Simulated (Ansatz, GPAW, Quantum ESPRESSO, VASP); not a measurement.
YCo₂Ge₂ (I4/mmm, 5 atoms in the cell) computed with different codes at matched settings

Self-consistent single point.

```
Y(CoGe)2
1.0
   -1.97187     1.97187     5.04209
    1.97187    -1.97187     5.04209
    1.97187     1.97187    -5.04209
Y Co Ge
1 2 2
Cartesian
  0.00000   0.00000   0.00000
  0.00000   1.97187   2.52104
  1.97187   0.00000   2.52104
  0.00000   0.00000   6.34174
  0.00000   0.00000   3.74244
```

Shared settings, as Ansatz (a first-principles code) writes them: kpoints.mp_grid.grid = 7 7 7; scf.occupations.method = gaussian; scf.occupations.width = 0.2 eV. Potentials and cutoffs stand in the table.

| code | model | pressure (GPa) | largest force (eV/Å) | cutoff |
|---|---|---|---|---|
| Quantum ESPRESSO | PBEsol, PSlibrary ultrasoft (PBE) pseudopotentials | -2.44 | 0.176 | 50 Ry |
| GPAW | PBEsol, GPAW PAW datasets PBEsol (made by gpaw-setup) | -3.15 | 0.062 | 850 eV |
| Ansatz | PBEsol, PAW files made with PBE | -3.65 | 0.006 | default |
| VASP | PBEsol, VASP's PBE PAW potentials (set 64) | -4.39 | 0.005 | 300 eV |

On Ansatz's run: spin polarisation is off.

The spread over the programs that give each value: pressure within 1.95 GPa; largest force within 0.171 eV/Å.

Ansatz's pressure is given at a fixed set of plane waves, as the other plane-wave codes print theirs; with its correction for the finite basis it is -3.58 GPa. In the force vectors, Quantum ESPRESSO (by 0.142) lies more than 0.08 eV/Å from the median of the plane-wave programs.

VASP's run is marked for a possible Pulay error in its stress at this cutoff; no cutoff test was made.

The starting cell comes from a database of computed structures (which also holds hypothetical and non-ambient phases and stackings), without a prior relaxation at this level. Its lattice was rescaled by a random factor within 2.5 % of one.

Left out of this page: CP2K and Elk (not drawn, or without a comparable value); FLEUR (with a known weakness of the program); SIESTA (unsound by tests on forces, stress, charge or solver warnings).

Keys are those of Ansatz 0.2.
